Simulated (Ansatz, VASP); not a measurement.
# Cross-check of Si7Sn13O40 between VASP and Ansatz

Wanted: the spread between two codes on one cell, functional and k mesh. The structure shown is frame 134 of Ansatz's trajectory.

Calculated with Ansatz 0.2.0; plane waves, with VASP 6.6.1 beside it; single point at RPBE.

## (1) Set-up

The cell holds 60 atoms: 13 Sn, 7 Si and 40 O. Its edges and angles: a = 9.248 Å, b = 9.248 Å, c = 9.248 Å, α = 90.0°, β = 90.0°, γ = 90.0°. As first built, before any earlier steps moved the atoms (in the runner's words): 60 atoms (13 Sn, 7 Si, 40 O) placed at random at 4.63 g/cm^3, melted at 4000 K for 10 ps at fixed volume with the Morse and Coulomb pair potential with partial charges (Pedone, Malavasi, Menziani, Cormack and Segre, J. Phys. Chem. B 110, 11780 (2006)). Quenched from 4000 K to 300 K at 10 K/ps and fixed volume, held 10 ps at zero pressure, then minimised at fixed cell.

## (2) Ansatz: dynamics, RPBE

Ansatz runs on its default PAW (the set named soft_2) files.

One frame of this run of dynamics is then solved in both programs, so the motion causes no difference.

input.yaml reads:

```yaml
crystal:
  lattice:
    - [9.24821, 0.0, 0.0]
    - [0.0, 9.24821, 0.0]
    - [0.0, 0.0, 9.24821]
  atoms:
    - { symbol: Sn, position: [0.41165, 0.88224, 0.46254] }
    - { symbol: Sn, position: [0.03209, 0.7673, 0.37515] }
    - { symbol: Sn, position: [0.33267, 0.3088, 0.97586] }
    - { symbol: Sn, position: [0.00142, 0.40826, 0.13609] }
    - { symbol: Sn, position: [0.65901, 0.83528, 0.82401] }
    - { symbol: Sn, position: [0.62352, 0.48151, 0.95608] }
    - { symbol: Sn, position: [0.9365, 0.28352, 0.83204] }
    - { symbol: Sn, position: [0.32302, 0.65153, 0.18338] }
    - { symbol: Sn, position: [0.68949, 0.78515, 0.21582] }
    - { symbol: Sn, position: [0.32931, 0.92865, 0.88038] }
    - { symbol: Sn, position: [0.2799, 0.1641, 0.61589] }
    - { symbol: Sn, position: [0.56571, 0.10379, 0.12988] }
    - { symbol: Sn, position: [0.95618, 0.94835, 0.05312] }
    - { symbol: Si, position: [0.6776, 0.6253, 0.53523] }
    - { symbol: Si, position: [0.40436, 0.6164, 0.70494] }
    - { symbol: Si, position: [0.1088, 0.49299, 0.59953] }
    - { symbol: Si, position: [0.71857, 0.32557, 0.37867] }
    - { symbol: Si, position: [0.6575, 0.14135, 0.62673] }
    - { symbol: Si, position: [0.00473, 0.94424, 0.72525] }
    - { symbol: Si, position: [0.2065, 0.12, 0.25614] }
    - { symbol: O, position: [0.28008, 0.08064, 0.40852] }
    - { symbol: O, position: [0.33587, 0.13884, 0.1307] }
    - { symbol: O, position: [0.52391, 0.65617, 0.25393] }
    - { symbol: O, position: [0.04243, 0.58224, 0.4729] }
    - { symbol: O, position: [0.75109, 0.18896, 0.48522] }
    - { symbol: O, position: [0.04149, 0.11523, 0.70063] }
    - { symbol: O, position: [0.91197, 0.77809, 0.1913] }
    - { symbol: O, position: [0.67738, 0.46346, 0.4831] }
    - { symbol: O, position: [0.53535, 0.93994, 0.29783] }
    - { symbol: O, position: [0.30452, 0.15245, 0.83521] }
    - { symbol: O, position: [0.6328, 0.96454, 0.64241] }
    - { symbol: O, position: [0.00961, 0.87074, 0.57142] }
    - { symbol: O, position: [0.67191, 0.6956, 0.00325] }
    - { symbol: O, position: [0.83288, 0.42648, 0.97935] }
    - { symbol: O, position: [0.25554, 0.77102, 0.36519] }
    - { symbol: O, position: [0.71509, 0.66389, 0.69803] }
    - { symbol: O, position: [0.86108, 0.91028, 0.83217] }
    - { symbol: O, position: [0.59675, 0.25997, 0.27552] }
    - { symbol: O, position: [0.11306, 0.90444, 0.86533] }
    - { symbol: O, position: [0.44433, 0.7504, 0.80872] }
    - { symbol: O, position: [0.48486, 0.48434, 0.7792] }
    - { symbol: O, position: [0.74856, 0.20767, 0.75572] }
    - { symbol: O, position: [0.48887, 0.6801, 0.55411] }
    - { symbol: O, position: [0.12936, 0.3687, 0.95254] }
    - { symbol: O, position: [0.95975, 0.15088, 0.99773] }
    - { symbol: O, position: [0.20837, 0.35385, 0.56764] }
    - { symbol: O, position: [0.53612, 0.9791, 0.94157] }
    - { symbol: O, position: [0.3974, 0.49861, 0.05009] }
    - { symbol: O, position: [0.7494, 0.98363, 0.12747] }
    - { symbol: O, position: [0.55152, 0.2792, 0.99296] }
    - { symbol: O, position: [0.09028, 0.99429, 0.2224] }
    - { symbol: O, position: [0.23778, 0.5963, 0.67985] }
    - { symbol: O, position: [0.75138, 0.73007, 0.42097] }
    - { symbol: O, position: [0.98213, 0.43636, 0.69728] }
    - { symbol: O, position: [0.49479, 0.19343, 0.60225] }
    - { symbol: O, position: [0.31924, 0.94414, 0.64724] }
    - { symbol: O, position: [0.13162, 0.27117, 0.242] }
    - { symbol: O, position: [0.12613, 0.57564, 0.17968] }
    - { symbol: O, position: [0.84416, 0.38192, 0.27631] }
    - { symbol: O, position: [0.31147, 0.82389, 0.06547] }
kpoints:
  mp_grid: { grid: [1, 1, 1] }
hamiltonian:
  xc: rpbe
scf:
  occupations: { method: fixed }
output:
  forces: true
md:
  timestep: 1.0
  n_steps: 401
  ensemble: nvt_langevin
  temperature: 300
  initial_velocities: maxwell_boltzmann
  seed: 1378
```

Command:

```console
> ansatz run input.yaml --threads 4 --pin off --max-ram 8192MiB --backend cpu --events-out ev --progress --plain --runs-dir out
```

Numbers of over 12 decimals in the logs are rounded to 6 here.

The program printed:

```text
Warning: md: disabling space-group detection — thermal motion breaks the input geometry's symmetry, so no spatial operation reduces the k-mesh or symmetrises the density; time reversal is kept, so that k and −k are solved as one point where they differ and the mesh holds both, and exact exchange and, on two spinor components, a DFT+U term hold to it where the run has them: on two components no moment then forms, and  [...]
Engine: ansatz 0.2.0, aarch64-unknown-linux-gnu
Pseudopotentials: kind: paw
Pseudopotential: Sn, paw, valence charge 14, recommended cutoff 420 eV (normal), Sn.paw.azcp
Pseudopotential: Si, paw, valence charge 4, recommended cutoff 420 eV (normal), Si.paw.azcp
Pseudopotential: O, paw, valence charge 6, recommended cutoff 420 eV (normal), O.paw.azcp
Functional definition: RPBE
  parameter kappa = 0.804
  parameter beta = 0.066725
  exchange = rpbe_x(kappa = kappa, mu = beta*pi^2/3)
  correlation = pbe_c(beta = beta)
Crystal: 60 atoms, lattice volume = 790.994 Å³
Basis set: ecut = 420 eV, 15515 PW (Γ), exchange–correlation on 128×128×128 points (8 copies of the dense FFT grid, shifted against one another)
Bands: 285, of which v1, the nominal top of the filled ones, is band 225 counted from 1 (224 counted from 0)
Symmetry: 1 space group operations
k-points: 1
Non-local potential: Sn, projectors of the file, l = 0: 2, l = 1: 2, l = 2: 2, l = 3: 2
Non-local potential: Si, projectors of the file, l = 0: 2, l = 1: 2, l = 2: 2
Non-local potential: O, projectors of the file, l = 0: 2, l = 1: 2, l = 2: 1
PAW form: soft (Blöchl's): semilocal exchange-correlation on the pseudo side does not see the compensation charge
PAW frozen core: Sn, regenerated for the run's functional, and the local potential with it (the file was generated under x = pbe(κ = 0.804, μ = 0.219515), c = pbe(β = 0.066725))
PAW frozen core: Si, regenerated for the run's functional, and the local potential with it (the file was generated under x = pbe(κ = 0.804, μ = 0.219515), c = pbe(β = 0.066725))
PAW frozen core: O, regenerated for the run's functional, and the local potential with it (the file was generated under x = pbe(κ = 0.804, μ = 0.219515), c = pbe(β = 0.066725))
PAW one-centre angular grid: Sn, 590 points (default); XC on 64 Gauss nodes
PAW one-centre angular grid: Si, 110 points (default); XC on 64 Gauss nodes
PAW one-centre angular grid: O, 110 points (default); XC on 64 Gauss nodes
Initial density: superposition of atomic densities (neutral atoms: chi_scale 0, normalization atom), corrected by the library's trained network
Initial wavefunctions: pseudopotential atomic-orbital guess
Functional: x = rpbe, c = pbe(β = 0.066725)
SCF iter   1: F=—  HF=-105671.640345 eV  |F-HF|=—  |Δ(HF+E_count)|=         —  Δρ=6.35e-3  dr2=3.16e-1  ethr=1.77e-3  ⟨swp⟩=4.0  Hψ=959  notcnv=0  defer=58
preconditioner: auto → Resta (q_TF=auto, 2.484 Å⁻¹)  ε∞=3.3  [insulator: Δε(μ)=0.889 eV  Ē_g=18.605 eV  n_scr=202 (ndim 8)  ℏωp=28.0 eV  f_vac=0.121  ε∞_Penn≈3.3]
SCF iter   2: F=—  HF=-105671.590261 eV  |F-HF|=—  |Δ(HF+E_count)|=   5.01e-2  Δρ=3.08e-3  dr2=4.77e-2  ethr=7.03e-5  ⟨swp⟩=2.0  Hψ=412  notcnv=0  defer=58
SCF iter   3: F=—  HF=-105671.588507 eV  |F-HF|=—  |Δ(HF+E_count)|=   1.75e-3  Δρ=1.18e-3  dr2=1.15e-2  ethr=1.06e-5  ⟨swp⟩=2.0  Hψ=353  notcnv=0  defer=58
SCF iter   4: F=—  HF=-105671.588871 eV  |F-HF|=—  |Δ(HF+E_count)|=   3.64e-4  Δρ=4.46e-4  dr2=1.53e-3  ethr=2.56e-6  ⟨swp⟩=2.0  Hψ=353  notcnv=0  defer=58
SCF iter   5: F=—  HF=-105671.589031 eV  |F-HF|=—  |Δ(HF+E_count)|=   1.60e-4  Δρ=1.78e-4  dr2=2.48e-4  ethr=3.40e-7  ⟨swp⟩=2.0  Hψ=388  notcnv=0  defer=58
SCF iter   6: F=—  HF=-105671.589223 eV  |F-HF|=—  |Δ(HF+E_count)|=   1.92e-4  Δρ=8.11e-5  dr2=5.18e-5  ethr=5.52e-8  ⟨swp⟩=2.0  Hψ=386  notcnv=0  defer=55
SCF iter   7: F=—  HF=-105671.591108 eV  |F-HF|=—  |Δ(HF+E_count)|=   1.88e-3  Δρ=3.78e-5  dr2=1.08e-5  ethr=1.15e-8  ⟨swp⟩=2.0  Hψ=510  notcnv=0  defer=55
SCF iter   8: F=—  HF=-105671.591112 eV  |F-HF|=—  |Δ(HF+E_count)|=   4.29e-6  Δρ=1.14e-5  dr2=1.10e-6  ethr=2.40e-9  ⟨swp⟩=2.0  Hψ=369  notcnv=0  defer=55
SCF iter   9: F=—  HF=-105671.591114 eV  |F-HF|=—  |Δ(HF+E_count)|=   1.68e-6  Δρ=7.08e-6  dr2=3.61e-7  ethr=2.45e-10  ⟨swp⟩=2.0  Hψ=390  notcnv=0  defer=55
SCF iter  10: F=-105671.591114 eV  HF=-105671.591114 eV  |F-HF|=3.94e-8  |Δ(HF+E_count)|=   1.19e-7  Δρ=2.25e-6  dr2=4.08e-8  ethr=1.33e-11  ⟨swp⟩=3.0  Hψ=1013  notcnv=0
SCF 1 converged in 10 iterations: F = -105671.591114 eV  dr2 = 4.08e-8
[...]
md step   373: t =   373.00 fs  T =   325.1 K  F+E_penalty+E_count = -105672.13802508 eV  E_kin = 2.521049 eV  (6 SCF iters)
md step   374: t =   374.00 fs  T =   323.4 K  F+E_penalty+E_count = -105672.11652812 eV  E_kin = 2.508246 eV  (6 SCF iters)
md step   375: t =   375.00 fs  T =   312.1 K  F+E_penalty+E_count = -105672.09932412 eV  E_kin = 2.420291 eV  (6 SCF iters)
md step   376: t =   376.00 fs  T =   311.8 K  F+E_penalty+E_count = -105672.08748846 eV  E_kin = 2.418488 eV  (6 SCF iters)
md step   377: t =   377.00 fs  T =   325.3 K  F+E_penalty+E_count = -105672.08328570 eV  E_kin = 2.522590 eV  (6 SCF iters)
md step   378: t =   378.00 fs  T =   317.3 K  F+E_penalty+E_count = -105672.08820515 eV  E_kin = 2.460511 eV  (6 SCF iters)
md step   379: t =   379.00 fs  T =   316.7 K  F+E_penalty+E_count = -105672.09674870 eV  E_kin = 2.455862 eV  (6 SCF iters)
md step   380: t =   380.00 fs  T =   322.5 K  F+E_penalty+E_count = -105672.10150454 eV  E_kin = 2.500810 eV  (8 SCF iters)
md step   381: t =   381.00 fs  T =   316.9 K  F+E_penalty+E_count = -105672.09797318 eV  E_kin = 2.457860 eV  (6 SCF iters)
md step   382: t =   382.00 fs  T =   319.3 K  F+E_penalty+E_count = -105672.08552754 eV  E_kin = 2.476398 eV  (6 SCF iters)
md step   383: t =   383.00 fs  T =   319.8 K  F+E_penalty+E_count = -105672.06628863 eV  E_kin = 2.479943 eV  (6 SCF iters)
md step   384: t =   384.00 fs  T =   312.5 K  F+E_penalty+E_count = -105672.04597792 eV  E_kin = 2.423742 eV  (6 SCF iters)
md step   385: t =   385.00 fs  T =   305.0 K  F+E_penalty+E_count = -105672.03188852 eV  E_kin = 2.365832 eV  (6 SCF iters)
md step   386: t =   386.00 fs  T =   299.6 K  F+E_penalty+E_count = -105672.02479949 eV  E_kin = 2.323678 eV  (6 SCF iters)
md step   387: t =   387.00 fs  T =   308.8 K  F+E_penalty+E_count = -105672.02227469 eV  E_kin = 2.394782 eV  (6 SCF iters)
md step   388: t =   388.00 fs  T =   316.9 K  F+E_penalty+E_count = -105672.01937765 eV  E_kin = 2.457975 eV  (6 SCF iters)
md step   389: t =   389.00 fs  T =   311.5 K  F+E_penalty+E_count = -105672.01232987 eV  E_kin = 2.415603 eV  (6 SCF iters)
md step   390: t =   390.00 fs  T =   310.3 K  F+E_penalty+E_count = -105672.00074319 eV  E_kin = 2.406295 eV  (8 SCF iters)
md step   391: t =   391.00 fs  T =   302.1 K  F+E_penalty+E_count = -105671.98199724 eV  E_kin = 2.342857 eV  (6 SCF iters)
md step   392: t =   392.00 fs  T =   289.0 K  F+E_penalty+E_count = -105671.95978698 eV  E_kin = 2.241169 eV  (6 SCF iters)
md step   393: t =   393.00 fs  T =   283.8 K  F+E_penalty+E_count = -105671.93794501 eV  E_kin = 2.201213 eV  (6 SCF iters)
md step   394: t =   394.00 fs  T =   280.0 K  F+E_penalty+E_count = -105671.91824409 eV  E_kin = 2.171938 eV  (6 SCF iters)
md step   395: t =   395.00 fs  T =   268.9 K  F+E_penalty+E_count = -105671.90127928 eV  E_kin = 2.085130 eV  (6 SCF iters)
md step   396: t =   396.00 fs  T =   265.5 K  F+E_penalty+E_count = -105671.88328216 eV  E_kin = 2.058772 eV  (6 SCF iters)
md step   397: t =   397.00 fs  T =   265.9 K  F+E_penalty+E_count = -105671.86737913 eV  E_kin = 2.062212 eV  (6 SCF iters)
md step   398: t =   398.00 fs  T =   262.9 K  F+E_penalty+E_count = -105671.86169432 eV  E_kin = 2.038717 eV  (6 SCF iters)
md step   399: t =   399.00 fs  T =   261.7 K  F+E_penalty+E_count = -105671.86612786 eV  E_kin = 2.029536 eV  (6 SCF iters)
md step   400: t =   400.00 fs  T =   267.7 K  F+E_penalty+E_count = -105671.87719021 eV  E_kin = 2.076526 eV  (8 SCF iters)
[...]
md step   401: t =   401.00 fs  T =   269.4 K  F+E_penalty+E_count = -105671.89612887 eV  E_kin = 2.089576 eV  (8 SCF iters)
SCF converged after 8 iterations
Free energy (F): -105671.896129 eV
Harris-Foulkes:  -105671.896129 eV  (|F-HF|=2.05e-8)
Internal energy: -105671.896129 eV  (E = F + TS)
E sigma→0 (E₀):  -105671.896129 eV
Fermi energy:    6.366775 eV
--- Per-component energies (eV) ---
  E_band       = -1921.915316
  E_kinetic    = 9823.349725
  E_local      = -33193.834429  (includes V_loc(G=0)·N_el)
  E_nonlocal   = 1662.506558
  E_hartree    = 15686.636216
  E_xc         = -8301.180657
  E_vxc        = -5307.849848  (∫ρ·V_xc dr)
  E_paw        = -64023.514924  (= ΣΔE_a)
  E_vpaw       = -6279.458927  (= ΣTr[D̂ρ^β])
  E_aug_tail   = 0.097841  (compensation charges beyond the density's cutoff)
  E_ewald      = -27325.294132
  E_core_change = -0.662327  (= ΣΔE_core)
  E_smearing   = -0.000000  (= −TS)
  E_closure    = -0.000000  (closes the sum)
  Σ components = -105671.896129   (vs F -105671.896129, Δ=0.00e0)
--- Forces (eV/Å), atoms counted from 1 ---
  atom   1  Sn     0.88716945    -0.19314626    -0.27093626
  atom   2  Sn     0.26254149    -1.10437428     0.72545419
  atom   3  Sn     1.16473560     0.19788381    -0.90329544
  atom   4  Sn     0.94592710     0.41448638    -1.27606522
  atom   5  Sn    -1.36927235     0.03532217    -0.09242465
  atom   6  Sn     0.10809959    -0.50102468     0.52152526
  atom   7  Sn     0.34386764     0.22185465     0.22471421
  atom   8  Sn    -0.16248120    -1.11732649     0.37821549
  atom   9  Sn    -0.27112403     0.92788951     0.28290588
  atom  10  Sn    -0.62829682     0.55670002     0.80867594
  atom  11  Sn     0.37029517    -0.28854518     2.29470851
  atom  12  Sn     0.19176496    -0.25476825     0.39880135
  atom  13  Sn    -0.13031506    -0.27513579    -1.19873992
  atom  14  Si    -0.22397340    -0.23692666     0.17229226
  atom  15  Si    -1.27219105    -0.47253131    -1.58028098
  atom  16  Si     1.47124893     1.01774935     0.56242261
  atom  17  Si    -1.58177394     0.20727813     1.44389521
  atom  18  Si    -0.14290148    -0.49987994    -0.77606039
  atom  19  Si     1.20022320    -1.29863034     1.97098698
  atom  20  Si    -0.48359098     1.49257892    -0.66912680
  atom  21  O      0.06479516    -0.23383809    -0.81423081
  atom  22  O     -0.63668095    -0.67886110     1.41490549
  atom  23  O     -0.63337645    -0.34986944     0.29452469
  atom  24  O     -0.30425885    -0.01553223     0.22308527
[...]
atom  53  O     -0.09321668     0.36297124    -0.22887045
  atom  54  O     -0.02480422     0.36111579    -0.79261375
  atom  55  O     -0.13343797    -0.06501632    -0.20954354
  atom  56  O     -0.23348253    -0.64437531    -0.31516890
  atom  57  O      0.11168111    -0.86416736    -0.06851140
  atom  58  O      0.59297650     0.19760262     0.29634903
  atom  59  O      0.09434800     0.39953322     0.28886305
  atom  60  O      0.03493112     1.18254207    -0.97606142
  max |Σ_I F_I| component: 1.93e-4 eV/Å
--- MD trajectory: 401 steps, t = 0.0 → 401.0 fs ---
  final state: T = 269.4 K   F+E_penalty+E_count = -105671.89612887 eV   E_kin = 2.089576 eV
```

(Part 1 of 2 ends here.)

[Lines on the potential files, build, host, timing and source positions are cut from VASP's logs without a mark.]

[Logs are printed without paths, hosts, clocks, repeated set-up lines and the standing remarks that a program may print on its own settings, such as how far it seeks lower states.]

[Hosts, paths, dates, database ids (printed as entryN), source tags and the programs' standing remarks are cut or masked in the printed files.]
